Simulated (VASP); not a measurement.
Input of a VASP 6.6.1 run:

INCAR

```
SYSTEM = Li2MnN2
ALGO     = Normal         ! electronic algorithm
EDIFF    = 1E-6           ! SCF threshold, eV
ENCUT    = 520            ! plane-wave cutoff, eV
GGA      = CA             ! functional
ISIF     = 2              ! what is computed and relaxed
ISMEAR   = -1             ! smearing method
ISPIN    = 2              ! spin polarisation
LASPH    = .True.         ! aspherical terms in the spheres
LCHARG   = .False.        ! write CHGCAR
LDAU     = .True.         ! DFT+U
LDAUJ    = 0 0 0        
LDAUL    = 2 -1 -1        ! shell
LDAUPRINT= 1            
LDAUTYPE = 2            
LDAUU    = 2 0 0          ! U, eV
LMAXMIX  = 4              ! l up to which the mixer works
LORBIT   = 11             ! projections on sites
LREAL    = .False.        ! projectors in reciprocal space
LWAVE    = .False.        ! write WAVECAR
MAGMOM   = 4 0 0 0 0      ! initial moments
NBANDS   = 26             ! bands
NELM     = 150            ! most SCF steps
PREC     = Accurate       ! precision mode
SIGMA    = 0.05           ! smearing width, eV
```

File KPOINTS:

```
k-points
0
Gamma
  10 10 5
  0 0 0
```

Contents of POSCAR:

```
Li2MnN2
1.0
    3.0263108700      0.0000000000      0.0000000000
   -1.5131554350      2.6208620932      0.0000000000
    0.0000000000      0.0000000000      5.4232150000
Mn N Li
1 2 2
Direct
    0.0000000000      0.0000000000      0.0000000000
    0.3333333333      0.6666666667      0.1993190000
    0.6666666667      0.3333333333      0.8006810000
    0.3333333333      0.6666666667      0.6462630000
    0.6666666667      0.3333333333      0.3537370000
```

Potentials or basis: VASP PAW LDA potentials, release 64 (Mn_pv, N, Li_sv).

Run with:

```sh
$ cat potpaw_LDA.64/Mn_pv/POTCAR potpaw_LDA.64/N/POTCAR potpaw_LDA.64/Li_sv/POTCAR > POTCAR
$ mpirun -np 1 vasp_std > vasp.out
```

(1) Estimate the net moment.

(2) Predict the site moments.

(3) What does it give for the largest force?

Answers

(1) 3.00 μB per cell.

(2) Mn +2.97; N -0.02; Li -0.01 μB.

(3) 0.306 eV/Å.

Caveat: a cell with one magnetic atom can't hold antiferromagnetic order, which such compounds often take.
